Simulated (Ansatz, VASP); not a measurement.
**ReSb2 in VASP and in Ansatz**

```xyz
3
Lattice="0.0000 3.2511 3.2511 3.2511 0.0000 3.2511 3.2511 3.2511 0.0000" Properties=species:S:1:pos:R:3 pbc="T T T"
Re    0.0000    0.0000    0.0000
Sb    1.6256    1.6256    1.6256
Sb    4.8767    4.8767    4.8767
```

Alike in both runs: functional PBE; k mesh 9 × 9 × 9; occupations fermi-dirac, width 0.05 eV; no spin polarisation.

Ansatz relaxed the structure, and its values are those at the end. VASP's run is a single point on that final structure, the one shown.

```csv
,VASP,Ansatz
version,VASP 6.6.1,Ansatz 0.2.0
potentials or method,"VASP PAW PBE potentials, release 64 (Re, Sb)","PAW with Ansatz's default frozen-core files, scalar-relativistic"
plane-wave cutoff (eV),520,420
valence electrons in the cell,17,45
```

```csv
,VASP,Ansatz,Ansatz less VASP
pressure (GPa),-0.2,0.0,+0.19
```

The two sets of potentials don't hold the same shells in valence.

Spin-orbit coupling is left out, which matters for the levels of Re, Sb.
